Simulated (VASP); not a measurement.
# TcSe2 (Fm-3m) in VASP: notebook, part 2 of 2

VASP 6.6.1. The steps go on from the part before.

## (4) Single point, PBEsol+U, collinear spin, ferromagnetic start

INCAR reads:

```
  ALGO = Normal
  EDIFF = 1E-7
  ENCUT = 520
  GGA = PS
  ISIF = 2
  ISMEAR = 0
  ISPIN = 2
  LASPH = T
  LCHARG = T
  LDAU = T
  LDAUJ = 0 0
  LDAUL = 2 -1
  LDAUPRINT = 1
  LDAUTYPE = 2
  LDAUU = 3 0
  LELF = T
  LMAXMIX = 4
  LORBIT = 11
  LREAL = F
  LVHAR = T
  LWAVE = F
  MAGMOM = 0.5 0 0
  NBANDS = 24
  NELM = 80
  NUPDOWN = 1
  PREC = Accurate
  SIGMA = 0.05
```

KPOINTS reads:

```
k-points
0
Gamma
  5 5 5
```

POSCAR reads:

```
TcSe2
1.0
    0.0000000000      3.1457489900      3.1457489900
    3.1457489900      0.0000000000      3.1457489900
    3.1457489900      3.1457489900      0.0000000000
Tc Se
1 2
Direct
    0.0000000000      0.0000000000      0.0000000000
    0.2500000000      0.2500000000      0.2500000000
    0.7500000000      0.7500000000      0.7500000000
```

Potentials or basis: VASP PAW PBE potentials, release 64 (Tc_pv, Se).

On the command line:

```bash
cat potpaw_PBE.64/Tc_pv/POTCAR potpaw_PBE.64/Se/POTCAR > POTCAR
mpirun -np 1 vasp_std > vasp.out
```

OUTCAR:

```text
EDIFF = 1E-7
   ENCUT = 520
   GGA = PS
   ISIF = 2
   ISMEAR = 0
   ISPIN = 2
   LASPH = T
   LORBIT = 11
   LREAL = F
   NELM = 80
   NUPDOWN = 1
   PREC = Accurate

 ion  position               nearest neighbor table
   1  0.000  0.000  0.000-   2 2.72   3 2.72   3 2.72   3 2.72   3 2.72   2 2.72   2 2.72   2 2.72

   2  0.250  0.250  0.250-   1 2.72   1 2.72   1 2.72   1 2.72
   3  0.750  0.750  0.750-   1 2.72   1 2.72   1 2.72   1 2.72

  LATTYP: Found a face centered cubic cell.
 ALAT       =     6.2914979800

  Lattice vectors:

 A1 = (   0.0000000000,   3.1457489900,   3.1457489900)
 A2 = (   3.1457489900,   0.0000000000,   3.1457489900)
 A3 = (   3.1457489900,   3.1457489900,   0.0000000000)

Analysis of symmetry for initial positions (statically):
=====================================================================
 Subroutine PRICEL returns:
 Original cell was already a primitive cell.

 Routine SETGRP: Setting up the symmetry group for a
 face centered cubic supercell.

 Subroutine GETGRP returns: Found 48 space group operations
 (whereof 48 operations were pure point group operations)
 out of a pool of 48 trial point group operations.

The static configuration has the point symmetry O_h .

Analysis of symmetry for dynamics (positions and initial velocities):
=====================================================================
 Subroutine PRICEL returns:
 Original cell was already a primitive cell.

 Routine SETGRP: Setting up the symmetry group for a
 face centered cubic supercell.

 Subroutine GETGRP returns: Found 48 space group operations
 (whereof 48 operations were pure point group operations)
 out of a pool of 48 trial point group operations.

The dynamic configuration has the point symmetry O_h .

Analysis of structural, dynamic, and magnetic symmetry:
=====================================================================
 Subroutine PRICEL returns:
 Original cell was already a primitive cell.

 Routine SETGRP: Setting up the symmetry group for a
 face centered cubic supercell.

 Subroutine GETGRP returns: Found 48 space group operations
 (whereof 48 operations were pure point group operations)
 out of a pool of 48 trial point group operations.

The overall configuration has the point symmetry O_h .

 Subroutine INISYM returns: Found 48 space group operations
 (whereof 48 operations are pure point group operations),
 and found     1 'primitive' translations

----------------------------------------------------------------------------------------

                                     Primitive cell

  volume of cell :      62.2590

  direct lattice vectors                    reciprocal lattice vectors
     0.000000000  3.145748990  3.145748990    -0.158944659  0.158944659  0.158944659
     3.145748990  0.000000000  3.145748990     0.158944659 -0.158944659  0.158944659
[... 132 lines left out ...]
  0.4700  0.0000 -0.0000 -0.0000  0.0000
  0.0000  0.4700  0.0000 -0.0000 -0.0000
 -0.0000  0.0000  0.8271 -0.0000 -0.0000
 -0.0000 -0.0000 -0.0000  0.4700  0.0000
  0.0000 -0.0000 -0.0000  0.0000  0.8271

spin component  2

  0.3712  0.0000 -0.0000 -0.0000  0.0000
  0.0000  0.3712  0.0000 -0.0000 -0.0000
 -0.0000  0.0000  0.4429  0.0000 -0.0000
 -0.0000 -0.0000  0.0000  0.3712  0.0000
  0.0000 -0.0000 -0.0000  0.0000  0.4429

 occupancies and eigenvectors

  o =  0.3712  v =  0.0000  0.0000  0.0000  0.0000  0.0000  0.0000 -0.0612 -0.0000  0.9981  0.0000      0.0000  0.0000  0.0000  0.0000  0.0000  0.0000  0.0000  0.0000  0.0000  0.0000
  o =  0.3712  v =  0.0000  0.0000  0.0000  0.0000  0.0000  1.0000  0.0000  0.0000  0.0000  0.0000      0.0000  0.0000  0.0000  0.0000  0.0000  0.0000  0.0000  0.0000  0.0000  0.0000
  o =  0.3712  v =  0.0000  0.0000  0.0000  0.0000  0.0000  0.0000  0.9981 -0.0000  0.0612 -0.0000      0.0000  0.0000  0.0000  0.0000  0.0000  0.0000  0.0000  0.0000  0.0000  0.0000
  o =  0.4429  v =  0.0000  0.0000  0.0000  0.0000  0.0000  0.0000  0.0000  0.0105 -0.0000  0.9999      0.0000  0.0000  0.0000  0.0000  0.0000  0.0000  0.0000  0.0000  0.0000  0.0000
  o =  0.4429  v =  0.0000  0.0000  0.0000  0.0000  0.0000  0.0000  0.0000  0.9999  0.0000 -0.0105      0.0000  0.0000  0.0000  0.0000  0.0000  0.0000  0.0000  0.0000  0.0000  0.0000
  o =  0.4700  v =  1.0000  0.0000  0.0000  0.0000  0.0000  0.0000  0.0000  0.0000  0.0000  0.0000      0.0000  0.0000  0.0000  0.0000  0.0000  0.0000  0.0000  0.0000  0.0000  0.0000
  o =  0.4700  v =  0.0000 -0.0932 -0.0000 -0.9956 -0.0000  0.0000  0.0000  0.0000  0.0000  0.0000      0.0000  0.0000  0.0000  0.0000  0.0000  0.0000  0.0000  0.0000  0.0000  0.0000
  o =  0.4700  v =  0.0000 -0.9956  0.0000  0.0932  0.0000  0.0000  0.0000  0.0000  0.0000  0.0000      0.0000  0.0000  0.0000  0.0000  0.0000  0.0000  0.0000  0.0000  0.0000  0.0000
  o =  0.8271  v =  0.0000 -0.0000  0.0261  0.0000 -0.9997  0.0000  0.0000  0.0000  0.0000  0.0000      0.0000  0.0000  0.0000  0.0000  0.0000  0.0000  0.0000  0.0000  0.0000  0.0000
  o =  0.8271  v =  0.0000 -0.0000 -0.9997  0.0000 -0.0261  0.0000  0.0000  0.0000  0.0000  0.0000      0.0000  0.0000  0.0000  0.0000  0.0000  0.0000  0.0000  0.0000  0.0000  0.0000

 number of electron      24.9999999 magnetization       0.9999924

 Free energy of the ion-electron system (eV)
  ---------------------------------------------------
  ext. energy  EPLUGINS =         0.00000000
  ---------------------------------------------------
  free energy    TOTEN  =       -15.44914090 eV

  energy without entropy =      -15.44461004  energy(sigma->0) =      -15.44687547

 E-fermi :   5.9452     XC(G=0): -10.7369

 val. band max:        6.1479482701   @ k =   0.4000   0.0000   0.0000
 cond. band min:       5.9832174548   @ k =  -0.4000   0.2000   0.0000
 fundamental gap:     -0.1647308153
 Fermi energy:         6.1491405336

 spin component 1

 k-point     1 :       0.0000    0.0000    0.0000
  band No.  band energies     occupation
      1     -33.2259      1.00000
      2     -33.2259      1.00000
      3     -33.2259      1.00000
      4      -8.9617      1.00000
      5      -5.2723      1.00000
      6       0.6748      1.00000
[... 259 lines left out ...]
     23      17.8091      0.00000
     24      18.7601      0.00000
 Fermi energy:         5.9452104123

 spin component 2

 k-point     1 :       0.0000    0.0000    0.0000
  band No.  band energies     occupation
      1     -32.4842      1.00000
      2     -32.4842      1.00000
      3     -32.4842      1.00000
      4      -8.9898      1.00000
      5      -5.3347      1.00000
      6       0.8963      1.00000
[... 259 lines left out ...]
     23      17.8207      0.00000
     24      18.8548      0.00000

------------------------ aborting loop because EDIFF is reached ----------------------------------------

  FORCE on cell =-STRESS in cart. coord.  units (eV):
  Direction    XX          YY          ZZ          XY          YZ          ZX
  --------------------------------------------------------------------------------------
  -------------------------------------------------------------------------------------
  Total       -4.4018509     -4.4018509     -4.4018509      0.0000000      0.0000000     -0.0000000
  in kB     -113.2775155   -113.2775155   -113.2775155      0.0000000      0.0000000     -0.0000000
  external PRESSURE =    -113.2775155 kB  Pullay stress =       0.0000000 kB

 VOLUME and BASIS-vectors are now :
 -----------------------------------------------------------------------------
  energy-cutoff  :      520.00
  volume of cell :       62.26
      direct lattice vectors                 reciprocal lattice vectors
     0.000000000  3.145748990  3.145748990    -0.158944659  0.158944659  0.158944659
     3.145748990  0.000000000  3.145748990     0.158944659 -0.158944659  0.158944659
     3.145748990  3.145748990  0.000000000     0.158944659  0.158944659 -0.158944659

 POSITION                                       TOTAL-FORCE (eV/Angst)
 -----------------------------------------------------------------------------------
      0.00000      0.00000      0.00000         0.000000      0.000000     -0.000000
      1.57287      1.57287      1.57287         0.000000      0.000000      0.000000
      4.71862      4.71862      4.71862        -0.000000     -0.000000     -0.000000
 -----------------------------------------------------------------------------------
    total drift:                               -0.000000      0.000000      0.000000

  FREE ENERGIE OF THE ION-ELECTRON SYSTEM (eV)
  ---------------------------------------------------
  free  energy   TOTEN  =       -15.4491408988 eV

  energy  without entropy=      -15.4446100398  energy(sigma->0) =      -15.44687547

 total charge

# of ion       s       p       d       tot
------------------------------------------
    1        0.296   6.293   5.019  11.609
    2        1.489   2.197   0.057   3.744
    3        1.489   2.197   0.057   3.744
--------------------------------------------------
tot          3.275  10.688   5.133  19.096

 magnetization (x)

# of ion       s       p       d       tot
------------------------------------------
    1        0.011   0.030   1.059   1.100
    2        0.001  -0.050   0.000  -0.048
    3        0.001  -0.050   0.000  -0.048
--------------------------------------------------
tot          0.013  -0.069   1.060   1.004
```

OSZICAR:

```text
N       E                     dE             d eps       ncg     rms          rms(c)
DAV:   1     0.203741698505E+03    0.20374E+03   -0.12067E+04   984   0.907E+02
DAV:   2    -0.843082868865E+01   -0.21217E+03   -0.20548E+03  1120   0.248E+02
DAV:   3    -0.157873814449E+02   -0.73566E+01   -0.73094E+01  1152   0.491E+01
DAV:   4    -0.158449888901E+02   -0.57607E-01   -0.57600E-01  1088   0.473E+00
DAV:   5    -0.158455492150E+02   -0.56032E-03   -0.56032E-03  1216   0.453E-01    0.128E+01
DAV:   6    -0.160670355324E+02   -0.22149E+00   -0.14891E+01  1008   0.155E+01    0.634E+00
DAV:   7    -0.154413594327E+02    0.62568E+00   -0.48309E+00  1000   0.951E+00    0.406E+00
DAV:   8    -0.154411594169E+02    0.20002E-03   -0.21971E-01  1048   0.253E+00    0.583E-01
DAV:   9    -0.154469462551E+02   -0.57868E-02   -0.17540E-02  1168   0.520E-01    0.290E-01
DAV:  10    -0.154483918555E+02   -0.14456E-02   -0.34962E-03  1120   0.210E-01    0.189E-01
DAV:  11    -0.154489600096E+02   -0.56815E-03   -0.82201E-04  1016   0.110E-01    0.777E-02
DAV:  12    -0.154491073580E+02   -0.14735E-03   -0.16802E-04  1056   0.501E-02    0.327E-02
DAV:  13    -0.154491374827E+02   -0.30125E-04   -0.69586E-05  1024   0.329E-02    0.121E-02
DAV:  14    -0.154491404735E+02   -0.29909E-05   -0.57643E-06  1048   0.116E-02    0.444E-03
DAV:  15    -0.154491406717E+02   -0.19821E-06   -0.31703E-07  1096   0.242E-03    0.228E-03
DAV:  16    -0.154491408186E+02   -0.14688E-06   -0.12672E-07   760   0.120E-03    0.796E-04
DAV:  17    -0.154491408988E+02   -0.80174E-07   -0.36844E-08   736   0.744E-04
   1 F= -.15449141E+02 E0= -.15446875E+02  d E =-.453086E-02  mag=     1.0000
```

stdout:

```text
POSCAR found type information on POSCAR TcSe
 POSCAR found :  2 types and       3 ions
 scaLAPACK will be used
 -----------------------------------------------------------------------------
|                                                                             |
|                                                                             |
|     You enforced a specific xc type in the INCAR file but a different       |
|     I HOPE YOU KNOW WHAT YOU ARE DOING!                                     |
|                                                                             |
 -----------------------------------------------------------------------------

 LDA part: xc-table for (Slater+PW92), standard interpolation
 POSCAR, INCAR and KPOINTS ok, starting setup
 FFT: planning ... GRIDC
 FFT: planning ... GRID_SOFT
 FFT: planning ... GRID
 WAVECAR not read
 entering main loop
```

Wall time 2.4 min (1 thread of AMD EPYC, shared host); peak memory 0.21 GiB.

What came out:

| Property | Result |
| --- | --- |
| Free energy | -15.4491 eV |
| Pressure | -11.3 GPa |
| Net moment | 1.00 μB per cell |
| Site moments | Tc +1.10; Se -0.05 μB |
| Valence electrons inside the program's atomic spheres | Tc 11.61; Se 3.74 |

Eigenvalues of the final occupation matrices:
```csv
site,spin,trace,eigenvalues
site 1 d,1,3.06,0.47 0.47 0.47 0.83 0.83
site 1 d,2,2.00,0.37 0.37 0.37 0.44 0.44
```

Caveat: the PAW data sets were made with another functional, which shifts forces and pressure a little; the total moment is fixed, so each spin has its own Fermi level.

## (5) Overview

| spin | fixed moment (μB) | gap on the mesh (eV) | pressure (GPa) | moment (μB) |
| --- | --- | --- | --- | --- |
| collinear, zero start | - | none | -13.5 | 0.00 |
| collinear, random start | - | none | -12.1 | 0.81 |
| collinear, ferromagnetic start | 1 | - | -11.3 | 1.00 |

Alike in all rows: task single point; level PBEsol+U; potentials or basis VASP PAW PBE potentials, release 64 (Tc_pv, Se); Tc d U = 3 eV; cell as given; k mesh 5 × 5 × 5; cutoff (eV) 520; smearing gaussian 0.05 eV.

Caveats: the PAW data sets were made with another functional, which shifts forces and pressure a little; the total moment is fixed, so each spin has its own Fermi level (some runs).

Absolute energies hang on the potentials; compare differences alone.
